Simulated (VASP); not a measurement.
Crystal: Sc.

```
CELL_PARAMETERS angstrom
3.29122 0.00000 0.00000
-1.64561 2.85028 0.00000
0.00000 0.00000 5.33257
ATOMIC_POSITIONS crystal
Sc 0.33333 0.66667 0.25000
Sc 0.66667 0.33333 0.75000
```

| Item | Value |
| --- | --- |
| Program | VASP 6.6.1 |
| Task | relaxation of cell and atoms |
| Functional | r2SCAN |
| Dispersion | rVV10 |
| Potentials or basis | VASP PAW PBE potentials, release 64 (Sc_sv) |
| Cutoff | 600 eV |
| k mesh | 15 × 15 × 8 |
| Occupations | gaussian, width 0.1 eV |
| Spin | no spin polarisation |

At the start: pressure -0.3 GPa; volume 25.01 Å³/atom.

**Question.** How do energy, volume and symmetry change on relaxing?

**Answer.** Over 6 steps the energy falls by 5.8 meV/atom and the volume is 24.78 Å³/atom (-0.9 %); space group P6_3/mmc (No. 194, to 0.05 Å).

Step by step:
| step | energy change (eV) | largest force (eV/Å) | pressure (GPa) | volume (Å³) |
| --- | --- | --- | --- | --- |
| 1 | 0.0000 | 0.0000 | -0.34 | 50.02 |
| 2 | -0.0091 | 0.0000 | -0.01 | 49.64 |
| 3 | -0.0114 | 0.0000 | 0.25 | 49.35 |
| 4 | -0.0114 | 0.0000 | 0.28 | 49.32 |
| 5 | -0.0116 | 0.0000 | -0.11 | 49.66 |
| 6 | -0.0116 | 0.0000 | 0.01 | 49.55 |

Final structure:
```yaml
crystal:
  lattice:
    - [3.32364, 0.00000, 0.00000]
    - [-1.66182, 2.87836, 0.00000]
    - [0.00000, 0.00000, 5.17953]
  atoms:
    - { symbol: Sc, position: [0.33333, 0.66667, 0.25000] }
    - { symbol: Sc, position: [0.66667, 0.33333, 0.75000] }
```

Caveat: the PAW data sets were made with another functional, which shifts forces and pressure a little.
